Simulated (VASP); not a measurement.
Data:

```
La2O3
1.0
    1.95976    -3.39441     0.00000
    1.95976     3.39441     0.00000
    0.00000     0.00000     6.07948
La O
2 3
Direct
  0.33333   0.66667   0.24621
  0.66667   0.33333   0.75379
  0.00000   0.00000   0.00000
  0.33333   0.66667   0.64612
  0.66667   0.33333   0.35388
```

These are MS2 meta-GGA, VASP's PBE PAW potentials (set 64) (plane waves; VASP) values and carry that method's errors. Run with 520 eV cut-off, 7×7×4 Γ-centred mesh, tetrahedra with Blöchl corrections, potentials La O.

Question: Give the energies of bands 12 to 23 at the high-symmetry points, in eV from the valence-band maximum.

Answer: 
```json
[
 {"band": "12", "Γ": "-2.47", "M": "-2.27", "K": "-1.67", "A": "-2.81", "L": "-3.03", "H": "-2.35"},
 {"band": "13", "Γ": "-2.47", "M": "-2.07", "K": "-1.64", "A": "-2.81", "L": "-2.23", "H": "-2.35"},
 {"band": "14", "Γ": "-2.29", "M": "-1.99", "K": "-1.64", "A": "-2.69", "L": "-1.58", "H": "-1.76"},
 {"band": "15", "Γ": "-2.29", "M": "-1.30", "K": "-1.36", "A": "-1.99", "L": "-1.21", "H": "-1.45"},
 {"band": "16", "Γ": "-2.15", "M": "-0.79", "K": "-1.36", "A": "-1.99", "L": "-1.05", "H": "-1.45"},
 {"band": "17", "Γ": "-1.68", "M": "-0.75", "K": "-0.83", "A": "-1.04", "L": "-0.99", "H": "-0.58"},
 {"band": "18", "Γ": "-0.40", "M": "-0.72", "K": "-0.83", "A": "-0.79", "L": "-0.72", "H": "-0.28"},
 {"band": "19", "Γ": "-0.40", "M": "-0.43", "K": "-0.81", "A": "-0.30", "L": "-0.41", "H": "-0.28"},
 {"band": "20", "Γ": "-0.14", "M": "-0.32", "K": "-0.15", "A": "-0.30", "L": "0.00", "H": "-0.27"},
 {"band": "21", "Γ": "4.61", "M": "4.08", "K": "4.01", "A": "5.09", "L": "4.76", "H": "4.47"},
 {"band": "22", "Γ": "4.88", "M": "5.15", "K": "5.15", "A": "5.09", "L": "4.93", "H": "5.17"},
 {"band": "23", "Γ": "4.88", "M": "5.65", "K": "5.15", "A": "5.12", "L": "5.66", "H": "5.44"}
]
```

The gap is indirect, 4.01 eV, from the valence maximum at L to the conduction minimum at K.

The compound is La2O3 in the a-type structure. It was relaxed first.
